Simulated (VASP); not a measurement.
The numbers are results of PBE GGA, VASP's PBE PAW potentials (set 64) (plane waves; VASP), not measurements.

VASP ran on this input.

File POSCAR:
```
Cr
1
    2.8800000000     0.0000000000     0.0000000000
    0.0000000000     2.8800000000     0.0000000000
    0.0000000000     0.0000000000     2.8800000000
Cr
2
Direct
  0.0000000000   0.0000000000   0.0000000000
  0.5000000000   0.5000000000   0.5000000000
```

### KPOINTS
```
Automatic mesh
0
Gamma
10 10 10
0 0 0
```

**INCAR**
```
SYSTEM = Cr
PREC = Accurate; ENCUT = 400; LREAL = .FALSE.
LASPH = .TRUE.
EDIFF = 1E-6; NELM = 100; ALGO = Normal
LMAXMIX = 4
ISMEAR = 1; SIGMA = 0.1
GGA = PE
MAGMOM = 1.5 -1.5
ISPIN = 2
ISIF = 2
LWAVE = .FALSE.; LCHARG = .FALSE.; LORBIT = 10
```

POTCAR, in this order: Cr_pv (PBE.64 set). Program: vasp_std.

Q: What does the run give for the energy per atom (σ→0), cell moment, pressure, band gap (on the k-mesh)?

A: 
```json
{
 "energy per atom (σ→0)": "-9526 meV/atom",
 "cell_moment": "0.00 μB",
 "band gap (on the k-mesh)": "none (metal, semimetal or under 0.01 eV)",
 "pressure": "-3.75 GPa"
}
```

OSZICAR:
```
...
DAV:  10    -0.190510716822E+02   -0.15684E-02   -0.49472E-03  4976   0.612E-01    0.267E-01
DAV:  11    -0.190526357228E+02   -0.15640E-02   -0.31392E-02  4616   0.100E+00    0.161E-01
DAV:  12    -0.190529459856E+02   -0.31026E-03   -0.56199E-03  4416   0.484E-01    0.654E-02
DAV:  13    -0.190529806534E+02   -0.34668E-04   -0.15791E-04  4272   0.128E-01    0.377E-02
DAV:  14    -0.190529947430E+02   -0.14090E-04   -0.25645E-05  4856   0.354E-02    0.208E-02
DAV:  15    -0.190530003950E+02   -0.56520E-05   -0.20627E-04  4544   0.872E-02    0.348E-03
DAV:  16    -0.190530005599E+02   -0.16491E-06   -0.51195E-06  3864   0.168E-02
   1 F= -.19053001E+02 E0= -.19052770E+02  d E =-.692500E-03  mag=     0.0000
```

The compound is Cr in the bcc, AFM order structure. The cell was not relaxed at this level.
